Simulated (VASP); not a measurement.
OSZICAR of a VASP run on PbO (litharge):

### OSZICAR
```
       N       E                     dE             d eps       ncg     rms          rms(c)
DAV:   1     0.113646879717E+03    0.11365E+03   -0.81068E+03   924   0.119E+03
DAV:   2    -0.133549860866E+02   -0.12700E+03   -0.12209E+03  1196   0.220E+02
DAV:   3    -0.264398798878E+02   -0.13085E+02   -0.13015E+02  1098   0.818E+01
DAV:   4    -0.266405517891E+02   -0.20067E+00   -0.20044E+00  1174   0.106E+01
DAV:   5    -0.266440990462E+02   -0.35473E-02   -0.35445E-02  1122   0.129E+00    0.216E+01
DAV:   6    -0.219684035806E+02    0.46757E+01   -0.34638E+01   954   0.445E+01    0.106E+01
DAV:   7    -0.217185233466E+02    0.24988E+00   -0.39261E+00  1008   0.148E+01    0.618E+00
DAV:   8    -0.216911329805E+02    0.27390E-01   -0.30924E-01  1170   0.443E+00    0.243E+00
DAV:   9    -0.216746251106E+02    0.16508E-01   -0.84483E-02  1332   0.194E+00    0.364E-01
DAV:  10    -0.216763639814E+02   -0.17389E-02   -0.19624E-02  1186   0.102E+00    0.345E-01
DAV:  11    -0.216758311337E+02    0.53285E-03   -0.43138E-03  1184   0.445E-01    0.679E-02
DAV:  12    -0.216759106864E+02   -0.79553E-04   -0.45565E-04  1110   0.150E-01    0.346E-02
DAV:  13    -0.216759104507E+02    0.23570E-06   -0.17061E-05  1178   0.298E-02    0.151E-02
DAV:  14    -0.216759107589E+02   -0.30818E-06   -0.25554E-06   860   0.117E-02
   1 F= -.21675911E+02 E0= -.21675911E+02  d E =-.117237E-12
```

Question: Which electronic solver shows in the log?

Answer: It is blocked Davidson (ALGO = Normal, or the opening steps of other solvers). The INCAR had ALGO = Normal.

Question: Can the final energy be trusted as converged?

Answer: Self-consistency was reached. It stopped with EDIFF = 1E-6, NELM = 100 (PBE GGA, plane waves, VASP's PBE PAW potentials (set 64)).

The compound is PbO in the litharge structure. The cell was not relaxed at this level. The run is one of a series of settings (POTCAR Pb O (PBE.64 set) against the base run), some of them coarse on purpose.
